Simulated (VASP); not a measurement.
Output of a VASP run:

### OUTCAR
```
 ion  position               nearest neighbor table
   1  0.000  0.000  0.000-   2 2.02   2 2.02   2 2.02   2 2.02   2 2.02   2 2.02
   2  0.500  0.500  0.500-   1 2.02   1 2.02   1 2.02   1 2.02   1 2.02   1 2.02
  LATTYP: Found a face centered cubic cell.
 ALAT       =     4.0300000000
 Subroutine PRICEL returns:
 Original cell was already a primitive cell.
 Subroutine GETGRP returns: Found 48 space group operations
The static configuration has the point symmetry O_h .
The dynamic configuration has the point symmetry O_h .
 Subroutine INISYM returns: Found 48 space group operations
 Subroutine IBZKPT returns following result:
 Found     47 irreducible k-points:

 Following reciprocal coordinates:
            Coordinates               Weight
  0.000000  0.000000  0.000000      1.000000
  0.100000  0.000000  0.000000      8.000000
  0.200000  0.000000  0.000000      8.000000
  0.300000  0.000000  0.000000      8.000000
  0.400000  0.000000  0.000000      8.000000
  0.500000  0.000000  0.000000      4.000000
  0.100000  0.100000  0.000000      6.000000
  0.200000  0.100000  0.000000     24.000000
  0.300000  0.100000  0.000000     24.000000
  0.400000  0.100000  0.000000     24.000000
  0.500000  0.100000  0.000000     24.000000
 -0.400000  0.100000  0.000000     24.000000
 -0.300000  0.100000  0.000000     24.000000
 -0.200000  0.100000  0.000000     24.000000
 -0.100000  0.100000  0.000000     12.000000
  0.200000  0.200000  0.000000      6.000000
  0.300000  0.200000  0.000000     24.000000
  0.400000  0.200000  0.000000     24.000000
  0.500000  0.200000  0.000000     24.000000
 -0.400000  0.200000  0.000000     24.000000
 -0.300000  0.200000  0.000000     24.000000
 -0.200000  0.200000  0.000000     12.000000
  0.300000  0.300000  0.000000      6.000000
  0.400000  0.300000  0.000000     24.000000
  0.500000  0.300000  0.000000     24.000000
 -0.400000  0.300000  0.000000     24.000000
 -0.300000  0.300000  0.000000     12.000000
  0.400000  0.400000  0.000000      6.000000
  0.500000  0.400000  0.000000     24.000000
 -0.400000  0.400000  0.000000     12.000000
  0.500000  0.500000  0.000000      3.000000
  0.300000  0.200000  0.100000     24.000000
  0.400000  0.200000  0.100000     48.000000
  0.500000  0.200000  0.100000     48.000000
 -0.400000  0.200000  0.100000     24.000000
  0.400000  0.300000  0.100000     24.000000
  0.500000  0.300000  0.100000     48.000000
 -0.400000  0.300000  0.100000     48.000000
 -0.300000  0.300000  0.100000     48.000000
 -0.200000  0.300000  0.100000     24.000000
   k-points           NKPTS =     47   k-points in BZ     NKDIM =     47   number of bands    NBANDS=      9
   number of dos      NEDOS =    301   number of ions     NIONS =      2
   total plane-waves  NPLWV =  13824
   dimension x,y,z NGX =    24 NGY =   24 NGZ =   24
   dimension x,y,z NGXF=    48 NGYF=   48 NGZF=   48
   ions per type =               1   1
   PREC   = accura    normal or accurate (medium, high low for compatibility)
   ISTART =      0    job   : 0-new  1-cont  2-samecut
   ICHARG =      2    charge: 1-file 2-atom 10-const
   ISPIN  =      1    spin polarized calculation?
   LNONCOLLINEAR =      F non collinear calculations
   LSORBIT =      F    spin-orbit coupling
   INIWAV =      1    electr: 0-lowe 1-rand  2-diag
   ENCUT  =  520.0 eV  38.22 Ry    6.18 a.u.   5.30  5.30  5.30*2*pi/ulx,y,z
   NELM   =    100;   NELMIN=  2; NELMDL= -5     # of ELM steps
   EDIFF  = 0.1E-05   stopping-criterion for ELM
   LREAL  =      F    real-space projection
   NLSPLINE    = F    spline interpolate recip. space projectors
   LMAXMIX     =    2 max onsite mixed and CHGCAR
   VOSKOWN=      0    Vosko Wilk Nusair interpolation
   EDIFFG = -.1E-01   stopping-criterion for IOM
   NSW    =     60    number of steps for IOM
   NBLOCK =      1;   KBLOCK =     60    inner block; outer block
   IBRION =      2    ionic relax: 0-MD 1-quasi-New 2-CG
...
```

**OSZICAR**
```
       N       E                     dE             d eps       ncg     rms          rms(c)
DAV:   1     0.337992324354E+02    0.33799E+02   -0.56362E+03   871   0.112E+03
DAV:   2    -0.671360210047E+01   -0.40513E+02   -0.40084E+02   914   0.209E+02
DAV:   3    -0.768719535231E+01   -0.97359E+00   -0.97163E+00  1095   0.309E+01
DAV:   4    -0.769982452350E+01   -0.12629E-01   -0.12625E-01  1087   0.358E+00
DAV:   5    -0.769991456943E+01   -0.90046E-04   -0.90046E-04  1143   0.210E-01    0.484E+00
DAV:   6    -0.709965862377E+01    0.60026E+00   -0.32314E+00   878   0.139E+01    0.139E+00
DAV:   7    -0.710119205699E+01   -0.15334E-02   -0.21442E-02  1070   0.168E+00    0.847E-01
DAV:   8    -0.710441890202E+01   -0.32268E-02   -0.13957E-02  1134   0.159E+00    0.101E-01
DAV:   9    -0.710446877532E+01   -0.49873E-04   -0.93278E-04   927   0.339E-01    0.417E-02
DAV:  10    -0.710453228328E+01   -0.63508E-04   -0.10458E-04   941   0.106E-01    0.108E-02
DAV:  11    -0.710453314764E+01   -0.86436E-06   -0.25699E-06  1074   0.220E-02
   1 F= -.71045331E+01 E0= -.71045331E+01  d E =-.710453E+01
       N       E                     dE             d eps       ncg     rms          rms(c)
DAV:   1    -0.710606849651E+01   -0.15362E-02   -0.27381E-02   850   0.171E+00    0.306E-01
DAV:   2    -0.710471213454E+01    0.13564E-02   -0.78428E-03   863   0.735E-01    0.569E-02
DAV:   3    -0.710468604999E+01    0.26085E-04   -0.47315E-05  1182   0.841E-02    0.326E-02
DAV:   4    -0.710467358472E+01    0.12465E-04   -0.16115E-05  1291   0.406E-02    0.219E-03
DAV:   5    -0.710467362734E+01   -0.42628E-07   -0.70388E-07   622   0.955E-03
   2 F= -.71046736E+01 E0= -.71046736E+01  d E =-.140480E-03
       N       E                     dE             d eps       ncg     rms          rms(c)
DAV:   1    -0.710534277586E+01   -0.66919E-03   -0.12680E-02   847   0.117E+00    0.208E-01
DAV:   2    -0.710471796625E+01    0.62481E-03   -0.35973E-03   862   0.499E-01    0.389E-02
DAV:   3    -0.710470635289E+01    0.11613E-04   -0.21495E-05  1147   0.571E-02    0.223E-02
DAV:   4    -0.710470058561E+01    0.57673E-05   -0.77113E-06  1287   0.280E-02    0.148E-03
DAV:   5    -0.710470061488E+01   -0.29269E-07   -0.32903E-07   462   0.664E-03
   3 F= -.71047006E+01 E0= -.71047006E+01  d E =-.167467E-03
```

OUTCAR:
```
------------------------ aborting loop because EDIFF is reached ----------------------------------------
  FORCE on cell =-STRESS in cart. coord.  units (eV):
  Direction    XX          YY          ZZ          XY          YZ          ZX
  --------------------------------------------------------------------------------------
  Total       -0.0005817     -0.0005817     -0.0005817      0.0000000      0.0000000      0.0000000
  in kB       -0.0573319     -0.0573319     -0.0573319      0.0000000      0.0000000      0.0000000
  external PRESSURE =      -0.0573319 kB  Pullay stress =       0.0000000 kB
  volume of cell :       16.26
      direct lattice vectors                 reciprocal lattice vectors
     0.000000000  2.010598198  2.010598198    -0.248682208  0.248682208  0.248682208
     2.010598198  0.000000000  2.010598198     0.248682208 -0.248682208  0.248682208
     2.010598198  2.010598198 -0.000000000     0.248682208  0.248682208 -0.248682208
  FREE ENERGIE OF THE ION-ELECTRON SYSTEM (eV)
  ---------------------------------------------------
  free  energy   TOTEN  =        -7.1047006149 eV

  energy  without entropy=       -7.1047006149  energy(sigma->0) =       -7.10470061

 reached required accuracy - stopping structural energy minimisation
```
(Selected blocks of OUTCAR.)

**POSCAR**
```
LiF
1
    0.0000000000     2.0150000000     2.0150000000
    2.0150000000     0.0000000000     2.0150000000
    2.0150000000     2.0150000000     0.0000000000
Li F
1 1
Direct
  0.0000000000   0.0000000000   0.0000000000
  0.5000000000   0.5000000000   0.5000000000
```

Q: Write an INCAR and KPOINTS that could have produced this output.

A: Several could match; the one computed here: the input of the run itself, optB88-vdW, plane waves, VASP's PBE PAW potentials (set 64).

KPOINTS:
```
Automatic mesh
0
Gamma
10 10 10
0 0 0
```

INCAR:
```
# general
SYSTEM    =  LiF
PREC      =  Accurate
ENCUT     =  520
LREAL     =  F
LASPH     =  T

# electronic loop
EDIFF     =  1E-6
NELM      =  100
ALGO      =  Normal

# smearing
ISMEAR    =  0
SIGMA     =  0.05

# functional
GGA       =  BO
LUSE_VDW  =  T
AGGAC     =  0.0
PARAM1    =  0.1833333333
PARAM2    =  0.22

# ions
IBRION    =  2
NSW       =  60
ISIF      =  3
EDIFFG    =  -0.01

# output
LWAVE     =  F
LCHARG    =  F
```

POTCAR, in this order: Li_sv F (PBE.64 set). Program: vasp_std.

The compound is LiF in the rock salt structure. This run relaxes it. Symmetry was kept, so distortions that lower it aren't found.
